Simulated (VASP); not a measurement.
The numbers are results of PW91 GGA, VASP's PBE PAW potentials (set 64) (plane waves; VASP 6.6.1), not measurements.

A VASP calculation is set up with these files.

**POSCAR**
```
V
1
   -1.4973459551     1.4973459551     1.4973459551
    1.4973459551    -1.4973459551     1.4973459551
    1.4973459551     1.4973459551    -1.4973459551
V
1
Direct
  0.0000000000   0.0000000000   0.0000000000
```

File KPOINTS:
```
k-points along high-symmetry lines
15
Line-mode
Reciprocal
  0.000000   0.000000   0.000000 ! GAMMA
  0.500000  -0.500000   0.500000 ! H

  0.500000  -0.500000   0.500000 ! H
  0.000000   0.000000   0.500000 ! N

  0.000000   0.000000   0.500000 ! N
  0.000000   0.000000   0.000000 ! GAMMA

  0.000000   0.000000   0.000000 ! GAMMA
  0.250000   0.250000   0.250000 ! P

  0.250000   0.250000   0.250000 ! P
  0.500000  -0.500000   0.500000 ! H

  0.250000   0.250000   0.250000 ! P
  0.000000   0.000000   0.500000 ! N
```

INCAR:
```
! general
SYSTEM =V
PREC   =Accurate
ENCUT  =520
LREAL  =.FALSE.
LASPH  =.TRUE.
ICHARG =11

! electronic loop
EDIFF  =1E-7
NELM   =100
ALGO   =Normal
LMAXMIX=4

! smearing
ISMEAR =0
SIGMA  =0.05

! functional
GGA    =91

! output
LWAVE  =.FALSE.
LCHARG =.FALSE.
LORBIT =11
```

POTCAR, in this order: V_sv (PBE.64 set). Program: vasp_std. Read from the step before: CHGCAR.

What will the output report for the number of irreducible k-points (NKPTS), largest plane-wave count, number of space-group operations, FFT grid (NGX, NGY, NGZ)?

| Property | Value |
|---|---|
| number of irreducible k-points (NKPTS) | 90 |
| largest plane-wave count | 372 |
| number of space-group operations | 48 |
| FFT grid (NGX, NGY, NGZ) | 20 × 20 × 20 |

The compound is V in the bcc structure. It was relaxed first. The run is not spin-polarised, so no magnetic state was tried.
